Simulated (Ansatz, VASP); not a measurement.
# TiH: VASP beside Ansatz, part 2 of 2

Aim: how closely do two programs agree when they are given the same cell, functional and k mesh? The cell is taken from a series of runs on this material, whose earlier steps may have relaxed, scaled, displaced or heated it; both programs get it as it stands.

VASP 6.6.1 and Ansatz 0.2.0.

So far. Step 5 (Ansatz: single point, LDA, pair 2): The run ends at a pressure of 5.18 GPa.

### Step 6. VASP: single point, LDA, pair 2 (continued)

Level of this step: LDA; plane waves and PAW (Ti_sv, H) (VASP).

Numbers of over 12 decimals in the logs are rounded to 6 here.

Parts of OUTCAR (step 6):

```text
  Total        0.5274521      0.5274521      0.5274521     -0.0000000     -0.0000000      0.0000000
  in kB       50.4469712     50.4469712     50.4469712     -0.0000000     -0.0000000      0.0000000
  external PRESSURE =      50.4469712 kB  Pullay stress =       0.0000000 kB

 POSITION                                       TOTAL-FORCE (eV/Angst)
 -----------------------------------------------------------------------------------
      0.00000      0.00000      0.00000         0.000000      0.000000     -0.000000
      2.03084      2.03084      2.03084         0.000000      0.000000      0.000000
 -----------------------------------------------------------------------------------
    total drift:                                0.000000     -0.000000     -0.000000

  FREE ENERGIE OF THE ION-ELECTRON SYSTEM (eV)
  ---------------------------------------------------
  free  energy   TOTEN  =       -12.8725374651 eV

  energy  without entropy=      -12.8735030604  energy(sigma->0) =      -12.87285933

[... 3 further parts left out ...]
[key lines of the parts left out:]
E-fermi :   9.5057
```

The run ends at a pressure of 5.04 GPa.

### Step 7. Side by side

Compared:

```
      quantity  Ansatz  VASP  difference
pressure (GPa)    5.18  5.04       +0.13
```

### Step 8. Ansatz: single point, LDA, pair 3

A single point gives forces, pressure and levels at one fixed geometry, so differences don't come from the geometry; what else differs is listed under the comparison. The cell compared in this pair holds 17.79 Å³, against 16.75 Å³ for the pair before.

The cell is taken from a series of runs on this material, whose earlier steps may have relaxed, scaled, displaced or heated it; both programs get it as it stands.

File input.yaml:

```yaml
crystal:
  lattice:
    - [0.0, 2.0718803022, 2.0718803022]
    - [2.0718803022, 0.0, 2.0718803022]
    - [2.0718803022, 2.0718803022, 0.0]
  atoms:
    - { symbol: Ti, position: [0.0, 0.0, 0.0] }
    - { symbol: H, position: [0.5, 0.5, 0.5] }
kpoints:
  mp_grid: { grid: [16, 16, 16] }
hamiltonian:
  xc: lda
scf:
  occupations: { method: methfessel_paxton, width: 0.15 }
output:
  forces: true
  stress: true
  eigenvalues: true
```

On the command line:

```
$ ansatz run input.yaml --threads 4 --pin off --max-ram 7168MiB --backend cpu --events-out ev --progress --plain --runs-dir out
```

Log:

```text
[...]
Crystal: 2 atoms, lattice volume = 17.788 Å³
Basis set: ecut = 420 eV, 331 PW (Γ)
Bands: 11, of which v1, the nominal top of the filled ones, is band 7 counted from 1 (6 counted from 0)
Symmetry: 48 space group operations
[...]
k-points: 145 of 4096
[...]
--- Band table (eV; the first three rows and the last of 145) ---
  k-point 0: bands = [... 3 lower, -18.5093, 4.2689, 14.4625, 14.4625, 14.4625, 15.9610, 15.9610, 24.7824]
  k-point 1: bands = [... 3 lower, -18.5125, 4.3820, 14.3751, 14.5075, 14.5075, 15.9191, 15.9191, 24.2830]
  k-point 2: bands = [... 3 lower, -18.5217, 4.7138, 14.1211, 14.6114, 14.6114, 15.8349, 15.8349, 23.2316]
  k-point 144: bands = [... 3 lower, -18.7650, 7.7096, 13.0219, 13.0219, 15.2714, 17.5440, 19.9804, 21.1887]
[key lines of the parts left out:]
SCF converged after 6 iterations
Free energy (F): -2466.769988 eV
Fermi energy:    13.775629 eV
P = ⅓ Tr σ = -4.4905 GPa (-44.905 kbar)
```

The run ends at a pressure of -4.49 GPa.

### Step 9. VASP: single point, LDA, pair 3

The same cell, functional (in two slightly different forms), mesh and smearing now go to VASP, with its own data sets.

File INCAR:

```
SYSTEM = TiH
PREC = Accurate
ENCUT = 500
EDIFF = 1E-06
NELM = 120
ISMEAR = 1
SIGMA = 0.15
LREAL = .FALSE.
ALGO = Normal
GGA = PW92
NBANDS = 12
LASPH = .TRUE.
LORBIT = 11
LWAVE = .FALSE.
LCHARG = .FALSE.
ISIF = 2
GGA_COMPAT = .FALSE.
```

File POSCAR:

```
TiH
1.0
    0.0000000000      2.0718803022      2.0718803022
    2.0718803022      0.0000000000      2.0718803022
    2.0718803022      2.0718803022      0.0000000000
Ti H
1 1
Direct
    0.0000000000      0.0000000000      0.0000000000
    0.5000000000      0.5000000000      0.5000000000
```

File KPOINTS:

```
Automatic mesh
0
Gamma
16 16 16
0 0 0
```

PAW data sets: Ti_sv and H (LDA family, release 64).

On the command line:

```
$ mpirun -np 1 vasp_std
```

Log:

```text
[... set-up lines as in an earlier step ...]
 entering main loop
       N       E                     dE             d eps       ncg     rms          rms(c)
DAV:   1     0.865135275169E+02    0.86514E+02   -0.65949E+03  3484   0.121E+03
DAV:   2    -0.100288132130E+02   -0.96542E+02   -0.93934E+02  3624   0.308E+02
DAV:   3    -0.143083825547E+02   -0.42796E+01   -0.42215E+01  4632   0.678E+01
DAV:   4    -0.144136495299E+02   -0.10527E+00   -0.10505E+00  3984   0.948E+00
[...]
DAV:  10    -0.128741801141E+02    0.74318E-04   -0.20296E-04  3900   0.153E-01    0.175E-02
DAV:  11    -0.128741727743E+02    0.73398E-05   -0.26627E-05  3672   0.771E-02    0.138E-02
DAV:  12    -0.128741725217E+02    0.25257E-06   -0.47125E-06  3696   0.261E-02
   1 F= -.12874173E+02 E0= -.12874469E+02  d E =0.888846E-03
```

Parts of OUTCAR (step 9):

```text
  Total       -0.5053501     -0.5053501     -0.5053501      0.0000000     -0.0000000      0.0000000
  in kB      -45.5175555    -45.5175555    -45.5175555      0.0000000     -0.0000000      0.0000000
  external PRESSURE =     -45.5175555 kB  Pullay stress =       0.0000000 kB

 POSITION                                       TOTAL-FORCE (eV/Angst)
 -----------------------------------------------------------------------------------
      0.00000      0.00000      0.00000        -0.000000     -0.000000     -0.000000
      2.07188      2.07188      2.07188         0.000000      0.000000      0.000000
 -----------------------------------------------------------------------------------
    total drift:                                0.000000     -0.000000     -0.000000

  FREE ENERGIE OF THE ION-ELECTRON SYSTEM (eV)
  ---------------------------------------------------
  free  energy   TOTEN  =       -12.8741725217 eV

  energy  without entropy=      -12.8750613682  energy(sigma->0) =      -12.87446880

[... 1 part as in an earlier step ...]

[... 2 further parts left out ...]
[key lines of the parts left out:]
E-fermi :   8.8240
```

The run ends at a pressure of -4.55 GPa.

### Step 10. Comparison

Compared:

```
      quantity  Ansatz   VASP  difference
pressure (GPa)   -4.49  -4.55       +0.06
```

### Step 11. What came out

```
difference in pressure (single point, LDA, pair 1) : 0.044 GPa
difference in pressure (single point, LDA, pair 2) : 0.13 GPa
difference in pressure (single point, LDA, pair 3) : 0.061 GPa
```

The difference in pressure is 0.13 GPa (single point, LDA, pair 2), within the 1 GPa picked in this series as the mark of a large difference. How closely two codes agree says nothing of how well the functional describes the real material.

[Lines on the potential files, build, host, timing and source positions are cut from VASP's logs without a mark.]

[Logs are printed without paths, hosts, clocks, repeated set-up lines and the standing remarks that a program may print on its own settings, such as how far it seeks lower states.]

[Hosts, paths, dates, database ids (printed as entryN), source tags and the programs' standing remarks are cut or masked in the printed files.]
